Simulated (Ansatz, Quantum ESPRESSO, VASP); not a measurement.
Ca3Lu: programs and potentials compared

```
CELL_PARAMETERS angstrom
5.36177 0.00000 0.00000
0.00000 5.36177 0.00000
0.00000 0.00000 5.36177
ATOMIC_POSITIONS crystal
Lu 0.50000 0.50000 0.50000
Ca 0.00000 0.00000 0.50000
Ca 0.00000 0.50000 0.00000
Ca 0.50000 0.00000 0.00000
```

The cell comes from a database or a generator and needn't be the stable form of this composition.

Alike in all runs: task single point; functional PBE; k mesh 5 × 5 × 5; occupations fermi-dirac, width 0.05 eV; no spin polarisation; no spin-orbit coupling. Pressure is positive in compression and, in plane waves, holds the error of the finite cutoff, which Ansatz's Pulay term estimates and takes out.

```json
{"program and potentials": "Ansatz, Ansatz PAW", "plane-wave cutoff (eV)": "420", "notes": "-", "pressure (GPa)": "-0.01"}
{"program and potentials": "VASP, PBE PAW files Ca_sv, Lu, 520 eV", "plane-wave cutoff (eV)": "520", "notes": "-", "pressure (GPa)": "0.01"}
{"program and potentials": "Quantum ESPRESSO, SSSP 1.3 efficiency PBE", "plane-wave cutoff (eV)": "748", "notes": "-", "pressure (GPa)": "-0.05"}
```

The pressure spans -0.05 (Quantum ESPRESSO, SSSP 1.3 efficiency PBE) to 0.01 GPa (VASP, PBE PAW files Ca_sv, Lu, 520 eV).

Differences between rows come from potentials, basis sets and numerical settings, since the functional is the same but for its coding. Runs on potential files found faulty are left out.
